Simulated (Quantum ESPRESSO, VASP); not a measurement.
An input for Quantum ESPRESSO (PBE, PseudoDojo standard norm-conserving (PBE) pseudopotentials):

```
&control
    calculation = 'scf'
    prefix = 'run'
    outdir = './work'
    pseudo_dir = './'
    verbosity = 'high'
    tprnfor = .true.
    tstress = .true.
/
&system
    ibrav = 0
    nat = 2
    ntyp = 2
    ecutwfc = 85
    occupations = 'smearing'
    smearing = 'fd'
    degauss = 0.000734986
/
&electrons
    conv_thr = 1.0d-9
    mixing_beta = 0.3
/
ATOMIC_SPECIES
Al    26.9815  Al.upf
N     14.0070  N.upf
ATOMIC_POSITIONS angstrom
Al    0.0000000000    0.0000000000    0.0000000000
N     1.0731000000    1.0731000000    1.0731000000
K_POINTS automatic
10 10 10  0 0 0
CELL_PARAMETERS angstrom
   0.0000000000     2.1462000000     2.1462000000
   2.1462000000     0.0000000000     2.1462000000
   2.1462000000     2.1462000000     0.0000000000
```

Task: Write the VASP files for the same calculation.

Result: One set of files that does it:

### KPOINTS
```
Automatic mesh
0
Gamma
10 10 10
0 0 0
```

INCAR:
```
SYSTEM = AlN
PREC = Accurate
ENCUT = 400
EDIFF = 1E-6
NELM = 100
ALGO = Normal
LREAL = .FALSE.
LASPH = .TRUE.
ISMEAR = -1
SIGMA = 0.01
GGA = PE
LWAVE = .FALSE.
LCHARG = .FALSE.
ISIF = 2
```

**POSCAR**
```
AlN
1
    0.0000000000     2.1462000000     2.1462000000
    2.1462000000     0.0000000000     2.1462000000
    2.1462000000     2.1462000000     0.0000000000
Al N
1 1
Direct
  0.0000000000   0.0000000000   0.0000000000
  0.2500000000   0.2500000000   0.2500000000
```

POTCAR, in this order: Al N (PBE.64 set). Program: vasp_std.

The two runs describe the same crystal, functional and task. Each code takes its own potentials, basis and convergence tests.

The structure is a typed AlN crystal (F-43m). The cell was not relaxed at this level, and its volume differs by -5.9 % from the start's.
